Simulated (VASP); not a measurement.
Here is the system:

```xyz
3
Lattice="1.8917 -3.2766 0.0000 1.8917 3.2766 0.0000 0.0000 0.0000 4.9728" Properties=species:S:1:pos:R:3 pbc="T T T"
Pt     0.0000     0.0000     0.0000
Se     1.8917     1.0922     1.2947
Se     1.8917    -1.0922     3.6781
```

Calculation: rev-vdW-DF2, VASP's PBE PAW potentials (set 64) (plane waves; VASP). Numerical set-up: 520 eV cut-off, Gaussian smearing of 0.050 eV, potentials Pt Se.

### Question
Give the energies of bands 3 to 14 at the high-symmetry points, in eV from the Fermi level.

### Answer

```tsv
band	Γ	M	K	A	L	H
3	-6.95	-6.99	-6.72	-6.03	-7.36	-6.21
4	-6.10	-5.45	-5.82	-6.03	-5.80	-6.21
5	-6.10	-5.06	-5.82	-5.05	-5.74	-5.93
6	-3.77	-3.84	-4.51	-3.81	-4.63	-4.29
7	-3.77	-3.72	-4.51	-3.81	-3.37	-4.29
8	-2.51	-3.51	-3.56	-2.91	-3.32	-4.22
9	-1.02	-3.31	-2.39	-1.77	-3.07	-3.44
10	-1.02	-3.25	-1.72	-1.60	-2.59	-2.46
11	0.58	-2.91	-1.72	-1.60	-1.21	-2.46
12	1.12	0.46	-0.11	2.15	0.67	2.05
13	1.12	2.26	-0.11	2.15	1.32	2.05
14	3.48	4.78	3.79	4.85	4.56	6.29
```

It has no gap at this level: it comes out as a metal or semimetal.

The compound is PtSe2 in the 1T layered structure. It was relaxed first.
